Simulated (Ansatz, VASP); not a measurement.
# Zn10In18O37 (partly crystallised 47In2O3-53ZnO (mol %)): VASP beside Ansatz, part 2 of 2

Wanted: the spread between two codes on one cell, functional and k mesh. The cell is taken from a series of runs on this material, whose earlier steps may have relaxed, scaled, displaced or heated it; both programs get it as it stands.

VASP 6.6.1 and Ansatz 0.2.0.

So far. Step 2 (VASP: single point, PBE): The run ends at a pressure of 1.81 GPa, with forces up to 1.1 eV/Å.

### 3. Ansatz: single point, PBE

Level of this step: Ansatz beside VASP: Kohn-Sham DFT, plane waves, PBE (Ansatz).

Ansatz runs on its default PAW (the set named soft_2) files.

The same cell, functional, mesh and smearing now go to Ansatz, which takes its cutoff from its data sets.

Input file input.yaml:

```yaml
crystal:
  lattice:
    - [9.4406, 0.0, 0.0]
    - [0.0, 9.4406, 0.0]
    - [0.0, 0.0, 9.4406]
  atoms:
    - { symbol: In, position: [0.05954, 0.67402, 0.81369] }
    - { symbol: In, position: [0.25461, 0.17209, 0.32093] }
    - { symbol: In, position: [0.35469, 0.78784, 0.7728] }
    - { symbol: In, position: [0.73598, 0.82878, 0.66562] }
    - { symbol: In, position: [0.7567, 0.16663, 0.66219] }
    - { symbol: In, position: [0.35158, 0.08602, 0.93965] }
    - { symbol: In, position: [0.02646, 0.67757, 0.16158] }
    - { symbol: In, position: [0.02331, 0.32224, 0.84042] }
    - { symbol: In, position: [0.7898, 0.49285, 0.34886] }
    - { symbol: In, position: [0.75024, 0.15892, 0.99482] }
    - { symbol: In, position: [0.75068, 0.8314, 0.3149] }
    - { symbol: In, position: [0.09172, 0.86953, 0.50616] }
    - { symbol: In, position: [0.14683, 0.50682, 0.5174] }
    - { symbol: In, position: [0.80794, 0.15794, 0.33068] }
    - { symbol: In, position: [0.41256, 0.42848, 0.86382] }
    - { symbol: In, position: [0.39675, 0.55713, 0.21734] }
    - { symbol: In, position: [0.4712, 0.34918, 0.50541] }
    - { symbol: In, position: [0.75499, 0.50588, 0.0043] }
    - { symbol: Zn, position: [0.75358, 0.50077, 0.6845] }
    - { symbol: Zn, position: [0.04339, 0.00037, 0.13662] }
    - { symbol: Zn, position: [0.67776, 0.84492, 0.96781] }
    - { symbol: Zn, position: [0.06674, 0.35897, 0.17437] }
    - { symbol: Zn, position: [0.47881, 0.01185, 0.50075] }
    - { symbol: Zn, position: [0.51502, 0.67112, 0.48164] }
    - { symbol: Zn, position: [0.38162, 0.8638, 0.15971] }
    - { symbol: Zn, position: [0.20596, 0.14434, 0.65256] }
    - { symbol: Zn, position: [0.52938, 0.30826, 0.17772] }
    - { symbol: Zn, position: [0.00437, 0.98627, 0.8333] }
    - { symbol: O, position: [0.19341, 0.71073, 0.61952] }
    - { symbol: O, position: [0.46558, 0.87744, 0.95655] }
    - { symbol: O, position: [0.28436, 0.35862, 0.18762] }
    - { symbol: O, position: [0.27254, 0.60304, 0.86642] }
    - { symbol: O, position: [0.53031, 0.17205, 0.63939] }
    - { symbol: O, position: [0.24328, 0.70661, 0.17804] }
    - { symbol: O, position: [0.98294, 0.84685, 0.31479] }
    - { symbol: O, position: [0.34545, 0.55603, 0.43535] }
    - { symbol: O, position: [0.25757, 0.00852, 0.47781] }
    - { symbol: O, position: [0.51531, 0.831, 0.62677] }
    - { symbol: O, position: [0.53216, 0.4805, 0.67921] }
    - { symbol: O, position: [0.48455, 0.17507, 0.34394] }
    - { symbol: O, position: [0.52881, 0.79612, 0.29969] }
    - { symbol: O, position: [0.74337, 0.6703, 0.84153] }
    - { symbol: O, position: [0.95565, 0.83707, 0.67982] }
    - { symbol: O, position: [0.97989, 0.14845, 0.98393] }
    - { symbol: O, position: [0.98805, 0.15521, 0.68522] }
    - { symbol: O, position: [0.75488, 0.00431, 0.16374] }
    - { symbol: O, position: [0.57143, 0.46117, 0.33125] }
    - { symbol: O, position: [0.7697, 0.32005, 0.16652] }
    - { symbol: O, position: [0.78069, 0.33424, 0.84064] }
    - { symbol: O, position: [0.74576, 0.00105, 0.82666] }
    - { symbol: O, position: [0.22789, 0.97392, 0.79174] }
    - { symbol: O, position: [0.02733, 0.17421, 0.28908] }
    - { symbol: O, position: [0.25082, 0.27353, 0.84095] }
    - { symbol: O, position: [0.24609, 0.30286, 0.51573] }
    - { symbol: O, position: [0.99368, 0.49112, 0.00711] }
    - { symbol: O, position: [0.52933, 0.2039, 0.99258] }
    - { symbol: O, position: [0.25932, 0.03727, 0.13746] }
    - { symbol: O, position: [0.01334, 0.82128, 0.98522] }
    - { symbol: O, position: [0.01472, 0.51099, 0.3307] }
    - { symbol: O, position: [0.75069, 0.99673, 0.48499] }
    - { symbol: O, position: [0.79445, 0.65167, 0.17631] }
    - { symbol: O, position: [0.99858, 0.49304, 0.69103] }
    - { symbol: O, position: [0.53032, 0.50295, 0.03833] }
    - { symbol: O, position: [0.77782, 0.31653, 0.49234] }
    - { symbol: O, position: [0.74489, 0.66651, 0.49619] }
kpoints:
  mp_grid: { grid: [1, 1, 1] }
hamiltonian:
  xc: pbe
scf:
  occupations: { method: fermi_dirac, width: 0.05 }
output:
  forces: true
  eigenvalues: true
  populations: true
  stress: true
```

Started as:

```bash
ansatz run input.yaml --threads 8 --pin off --max-ram 15872MiB --backend cpu --events-out ev --progress --plain --runs-dir out
```

Numbers of over 12 decimals in the logs are rounded to 6 here.

What it wrote:

```text
Engine: ansatz 0.2.0, aarch64-unknown-linux-gnu
Pseudopotentials: kind: paw
Pseudopotential: In, paw, valence charge 13, recommended cutoff 420 eV (normal), In.paw.azcp
Pseudopotential: Zn, paw, valence charge 12, recommended cutoff 420 eV (normal), Zn.paw.azcp
Pseudopotential: O, paw, valence charge 6, recommended cutoff 420 eV (normal), O.paw.azcp
Functional definition: PBE
  parameter kappa = 0.804
  parameter beta = 0.066725
  exchange = pbe_x(kappa = kappa, mu = beta*pi^2/3)
  correlation = pbe_c(beta = beta)
Crystal: 65 atoms, lattice volume = 841.393 Å³
Basis set: ecut = 420 eV, 16375 PW (Γ), exchange–correlation on 128×128×128 points (8 copies of the dense FFT grid, shifted against one another)
Bands: 353, of which v1, the nominal top of the filled ones, is band 288 counted from 1 (287 counted from 0)
Symmetry: 1 space group operations
Space group: P1 (ITA 1), of the structure as read, at distance tolerance 9.4e-5 Å
k-points: 1
Non-local potential: In, projectors of the file, l = 0: 2, l = 1: 2, l = 2: 2, l = 3: 2
Non-local potential: Zn, projectors of the file, l = 0: 2, l = 1: 2, l = 2: 3, l = 3: 1
Non-local potential: O, projectors of the file, l = 0: 2, l = 1: 2, l = 2: 1
PAW form: soft (Blöchl's): semilocal exchange-correlation on the pseudo side does not see the compensation charge
PAW one-centre angular grid: In, 590 points (default); XC on 64 Gauss nodes
PAW one-centre angular grid: Zn, 590 points (default); XC on 64 Gauss nodes
PAW one-centre angular grid: O, 110 points (default); XC on 64 Gauss nodes
Initial density: superposition of atomic densities (neutral atoms: chi_scale 0, normalization atom), corrected by the library's trained network
Initial wavefunctions: pseudopotential atomic-orbital guess
Functional: x = pbe(κ = 0.804, μ = 0.219515), c = pbe(β = 0.066725)
SCF iter   1: F=—  HF=-154940.014878 eV  |F-HF|=—  |Δ(HF+E_count)|=         —  Δρ=4.56e-3  dr2=2.08e-1  ethr=1.77e-3  ⟨swp⟩=6.0  Hψ=1465  notcnv=0  defer=11
preconditioner: auto → LDOS  [insulator: Δε(μ)=0.196 eV  Ē_g=14.719 eV  σ=0.050 eV  W_gap=0.75  n_scr=250 (ndim 8)  ℏωp=30.7 eV  f_vac=0.040  D(μ)=9.10/eV (n_scr^D=32)  ε∞_Penn≈5.4  β→1.0]
SCF iter   2: F=—  HF=-154940.012258 eV  |F-HF|=—  |Δ(HF+E_count)|=   2.62e-3  Δρ=2.91e-3  dr2=6.73e-2  ethr=3.60e-5  ⟨swp⟩=2.0  Hψ=695  notcnv=0  defer=58
SCF iter   3: F=—  HF=-154940.002546 eV  |F-HF|=—  |Δ(HF+E_count)|=   9.71e-3  Δρ=1.49e-3  dr2=2.12e-2  ethr=1.17e-5  ⟨swp⟩=2.0  Hψ=588  notcnv=0  defer=58
SCF iter   4: F=—  HF=-154939.999907 eV  |F-HF|=—  |Δ(HF+E_count)|=   2.64e-3  Δρ=7.24e-4  dr2=6.09e-3  ethr=3.68e-6  ⟨swp⟩=2.0  Hψ=568  notcnv=0  defer=58
SCF iter   5: F=—  HF=-154939.999368 eV  |F-HF|=—  |Δ(HF+E_count)|=   5.39e-4  Δρ=3.78e-4  dr2=1.66e-3  ethr=1.06e-6  ⟨swp⟩=2.0  Hψ=456  notcnv=0  defer=58
SCF iter   6: F=—  HF=-154939.999185 eV  |F-HF|=—  |Δ(HF+E_count)|=   1.83e-4  Δρ=1.87e-4  dr2=3.82e-4  ethr=2.88e-7  ⟨swp⟩=2.0  Hψ=456  notcnv=0  defer=58
SCF iter   7: F=—  HF=-154939.999116 eV  |F-HF|=—  |Δ(HF+E_count)|=   6.92e-5  Δρ=1.00e-4  dr2=1.09e-4  ethr=6.62e-8  ⟨swp⟩=2.0  Hψ=456  notcnv=0  defer=58
SCF iter   8: F=—  HF=-154939.999112 eV  |F-HF|=—  |Δ(HF+E_count)|=   3.47e-6  Δρ=5.57e-5  dr2=3.19e-5  ethr=1.90e-8  ⟨swp⟩=2.0  Hψ=456  notcnv=0  defer=58
SCF iter   9: F=—  HF=-154940.000306 eV  |F-HF|=—  |Δ(HF+E_count)|=   1.19e-3  Δρ=2.68e-5  dr2=6.88e-6  ethr=5.53e-9  ⟨swp⟩=2.0  Hψ=641  notcnv=0  defer=58
SCF iter  10: F=—  HF=-154940.000306 eV  |F-HF|=—  |Δ(HF+E_count)|=   6.12e-7  Δρ=9.99e-6  dr2=9.01e-7  ethr=1.19e-9  ⟨swp⟩=2.0  Hψ=547  notcnv=0  defer=58
SCF iter  11: F=—  HF=-154940.000306 eV  |F-HF|=—  |Δ(HF+E_count)|=   1.00e-7  Δρ=4.87e-6  dr2=1.80e-7  ethr=1.56e-10  ⟨swp⟩=2.0  Hψ=456  notcnv=0  defer=58
SCF iter  12: F=-154940.000306 eV  HF=-154940.000306 eV  |F-HF|=3.15e-8  |Δ(HF+E_count)|=   1.55e-8  Δρ=2.48e-6  dr2=4.32e-8  ethr=1.74e-11  ⟨swp⟩=11.0  Hψ=1661  notcnv=0
SCF 1 converged in 12 iterations: F = -154940.000306 eV  dr2 = 4.32e-8
  greatest PAW one-centre occupation: 0.992 electrons in one spin orbital (limit 2), on the Zn atom at site 27 (counted from 0), in its partial waves of l = 2
SCF converged after 12 iterations
Free energy (F): -154940.000306 eV
Harris-Foulkes:  -154940.000306 eV  (|F-HF|=3.15e-8)
Internal energy: -154939.931244 eV  (E = F + TS)
E sigma→0 (E₀):  -154939.965775 eV
Entropy (-TS):   -0.069061 eV (-1.062 meV/atom)
Fermi energy:    8.423672 eV
--- Per-component energies (eV) ---
  E_band       = 170.450363
  E_kinetic    = 12177.834474
  E_local      = -48564.046861  (includes V_loc(G=0)·N_el)
  E_nonlocal   = 14663.932108
  E_hartree    = 19312.622187
  E_xc         = -7927.975793
  E_vxc        = -5734.797988  (∫ρ·V_xc dr)
  E_paw        = -99072.912983  (= ΣΔE_a)
  E_vpaw       = -10997.807835  (= ΣTr[D̂ρ^β])
  E_aug_tail   = 0.085666  (compensation charges beyond the density's cutoff)
  E_ewald      = -45529.470043
  E_smearing   = -0.069061  (= −TS)
  E_closure    = 0.000000  (closes the sum)
  Σ components = -154940.000306   (vs F -154940.000306, Δ=0.00e0)
--- Forces (eV/Å), atoms counted from 1 ---
  atom   1  In    -0.45275166    -0.36854347     0.40760479
  atom   2  In     0.18869672     0.26128070    -0.14983588
  atom   3  In     0.47306878    -0.35832343     0.26407858
  atom   4  In     0.23413775    -0.04835522    -0.09926892
  atom   5  In    -0.34797108     0.23172356    -0.33821413
  atom   6  In     0.29706150     0.46393011     0.19712605
  atom   7  In     0.55035889    -0.08041230    -0.00890662
  atom   8  In     0.05515115    -0.02994304     0.18689170
  atom   9  In     0.08915888    -0.20898112     0.11947529
  atom  10  In     0.01925460    -0.11878702     0.25450718
  atom  11  In    -0.40110181     0.24078615    -0.14465064
  atom  12  In    -0.11128210    -0.05934996    -0.37673673
  atom  13  In     0.11994121    -0.20606802    -0.23887353
  atom  14  In     0.09772655     0.08066620     0.09457645
  atom  15  In     0.17243847    -0.13470749    -0.19798535
  atom  16  In    -0.89184955     0.55748153    -0.14215653
  atom  17  In     0.40986547    -0.18329711     0.27092309
  atom  18  In     0.02080776     0.02607860     0.04409778
  atom  19  Zn    -0.37805749    -0.09175100     0.02203470
  atom  20  Zn    -0.03330216     0.37672241     0.00918505
  atom  21  Zn    -0.46177476     0.04318105    -0.19965301
  atom  22  Zn     0.08907718    -0.00356413    -0.02965071
  atom  23  Zn     0.35936592     0.31381055     0.17587976
  atom  24  Zn    -0.41828162    -0.00685993     0.03530243
[...]
atom  58  O     -0.00680460     0.21882578    -0.19179890
  atom  59  O      0.11576912    -0.14643120     0.01673425
  atom  60  O     -0.21018308    -0.19825004     0.10495151
  atom  61  O      0.14916586     0.06366348    -0.17527383
  atom  62  O     -0.59924575     0.10879852    -0.11758784
  atom  63  O      0.00236100    -0.07681432    -0.15932097
  atom  64  O      0.02750305     0.21793075     0.03194665
  atom  65  O     -0.46822019    -0.15863015     0.36180112
  max |Σ_I F_I| component: 1.17e-5 eV/Å
--- Stress (GPa, compression-positive) ---
       -1.036307      -0.468197      -0.713630
       -0.468198       3.011831       0.366745
       -0.713630       0.366745       2.271160
  P = ⅓ Tr σ = 1.4156 GPa (14.156 kbar)
--- Band table (eV) ---
  k-point 0: bands = [... 284 lower, 8.0904, 8.2047, 8.2206, 8.2844, 8.5398, 11.4258, 11.6935, 11.7914, ... 61 higher]
--- Löwdin populations: 65 sites ---
  site symbol       q [e]
     0     In     11.8917
     1     In     11.9948
     2     In     11.8677
     3     In     11.9618
     4     In     11.9005
     5     In     11.9098
     6     In     11.9082
     7     In     11.9463
     8     In     11.9115
     9     In     11.9446
    10     In     11.9372
    11     In     11.8572
    12     In     11.8178
    13     In     11.8832
    14     In     11.8468
    15     In     11.9749
    16     In     11.9470
    17     In     11.9321
    18     Zn     10.5246
    19     Zn     10.5274
    20     Zn     10.5360
    21     Zn     10.5219
    22     Zn     10.5257
    23     Zn     10.5066
[...]
57      O      6.9161
    58      O      6.8202
    59      O      6.7930
    60      O      6.7635
    61      O      6.7904
    62      O      6.7840
    63      O      6.7936
    64      O      6.8684
  spilling = 0.004821 (of n_electrons = 576.000000)
```

The run ends at a pressure of 1.42 GPa, with forces up to 1.1 eV/Å.

### 4. Differences

Known differences besides the potentials themselves: the cutoff is 420 eV in Ansatz and 600 eV in VASP (PREC = Accurate, projectors in real space). Total energies have different zeros and are not compared.

Both answers:

```
              quantity  Ansatz   VASP  difference
        pressure (GPa)    1.42   1.81       -0.40
gap on the k mesh (eV)   0.255  0.244      +0.011
```

Forces on 10 of the 65 atoms, those with the largest forces and the largest differences (eV/Å; atoms numbered as in POSCAR):

```
atom          Ansatz x, y, z            VASP x, y, z
 In1   -0.453, -0.369, 0.408   -0.460, -0.360, 0.424
In16   -0.892, 0.557, -0.142   -0.864, 0.576, -0.163
Zn21   -0.462, 0.043, -0.200   -0.434, 0.027, -0.159
Zn27   0.139, -0.862, -0.139   0.135, -0.856, -0.142
 O33  -0.004, -0.550, -0.017   -0.026, -0.538, 0.027
 O36     0.474, 0.242, 0.499     0.462, 0.219, 0.508
 O39     0.580, 0.405, 0.093     0.573, 0.429, 0.089
 O45    0.198, -0.220, 0.023   0.170, -0.224, -0.015
 O54   -0.379, -0.248, 0.546   -0.381, -0.235, 0.526
 O57  -0.224, -0.705, -0.013  -0.222, -0.682, -0.003
```

The forces differ by 16 meV/Å r.m.s., which is 6.0 % of the r.m.s. force of 0.274 eV/Å (both taken over all components). A gap on the mesh is an upper bound, since the band edges may lie between its points.

### 5. Summary of results

```
r.m.s. force difference (single point, PBE) : 6.0 % of the r.m.s. force
```

The r.m.s. force difference is 6.0 % of the r.m.s. force (single point, PBE), beyond the 3 % picked in this series as the mark of a large difference. What causes the difference of the single point, PBE pair stays open here. Such differences can come from data sets, numerical settings and the points named under the comparisons, not from the functional's error against experiment.

[Lines on the potential files, build, host, timing and source positions are cut from VASP's logs without a mark.]

[Logs are printed without paths, hosts, clocks, repeated set-up lines and the standing remarks that a program may print on its own settings, such as how far it seeks lower states.]

[Hosts, paths, dates, database ids (printed as entryN), source tags and the programs' standing remarks are cut or masked in the printed files.]
